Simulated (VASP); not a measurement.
Data:

```
CELL_PARAMETERS angstrom
     -1.48566     1.48566     1.48566
      1.48566    -1.48566     1.48566
      1.48566     1.48566    -1.48566
ATOMIC_POSITIONS crystal
  V  0.00000 0.00000 0.00000
```

These are SCAN meta-GGA, VASP's PBE PAW potentials (set 64) (plane waves; VASP) values and carry that method's errors. Settings: 520 eV cut-off, 19×19×19 Γ-centred mesh, tetrahedra with Blöchl corrections, potentials V_sv.

Give the energies of bands 5 to 9 at the high-symmetry points, in eV from the Fermi level.

| band | Γ | H | N | P |
|---|---|---|---|---|
| 5 | -7.05 | -3.13 | -3.41 | -1.22 |
| 6 | 0.46 | -3.13 | -1.23 | -1.22 |
| 7 | 0.46 | 4.08 | 1.67 | -1.22 |
| 8 | 0.46 | 4.08 | 2.74 | 3.24 |
| 9 | 2.79 | 4.08 | 3.17 | 3.24 |

It has no gap at this level: it comes out as a metal or semimetal.

The compound is V in the bcc structure. It was relaxed first, which changed the volume by -6 %. The run is not spin-polarised, so no magnetic state was tried.
